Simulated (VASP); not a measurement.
An input for Quantum ESPRESSO's pw.x (written as the equivalent of a VASP run, and not itself run):

```
&CONTROL
  calculation = 'scf'
  pseudo_dir = './pseudo'
  outdir = './out'
  tprnfor = .true.
  tstress = .true.
/
&SYSTEM
  ibrav = 0
  nat = 1
  ntyp = 1
  ecutwfc = 40
  occupations = 'tetrahedra'
  input_dft = 'rpbe'
/
&ELECTRONS
  conv_thr = 7.3e-09
  electron_maxstep = 100
/
ATOMIC_SPECIES
  Al 26.982 Al.upf
CELL_PARAMETERS angstrom
    -0.0000000    2.0297363    2.0297363
     2.0297363    0.0000000    2.0297363
     2.0297363    2.0297363    0.0000000
ATOMIC_POSITIONS crystal
  Al   0.0000000  0.0000000  1.0000000
K_POINTS automatic
  17 17 17 0 0 0
```

Write the VASP files for the same calculation (RPBE).

This is not unique; one that fits is 
**KPOINTS**
```
Regular mesh
0
G
  17 17 17
```

**POSCAR**
```
Al
2.8704810
  0.0000000000   0.7071066953   0.7071066953
  0.7071066953   0.0000000000   0.7071066953
  0.7071066953   0.7071066953   0.0000000000
Al
1
Cartesian
  0.7071066953   0.7071066953   0.0000000000
```

**INCAR**
```
EDIFF = 1E-7   # SCF stop (eV)
NEDOS = 601
LASPH = .TRUE.   # aspherical one-centre terms
ISIF = 2
ALGO = Normal   # blocked Davidson
SYSTEM = Al
LWAVE = .FALSE.
NELM = 100   # most electronic steps
LREAL = .FALSE.   # projection in real space or not
ENCUT = 520
LORBIT = 11   # lm-projected
ISMEAR = -5
PREC = Accurate
LCHARG = .TRUE.
GGA = RP   # RPBE
```

POTCAR, in this order: Al (PBE.64 set). Program: vasp_std.

Limits of the translation: the potentials are each code's own (VASP's PAW set, PseudoDojo norm-conserving files in pw.x), so ENCUT and ecutwfc are chosen apart and not converted; conv_thr bounds pw.x's estimated SCF error, while EDIFF bounds the energy change between steps.

The compound is Al in the fcc structure. It was relaxed first.
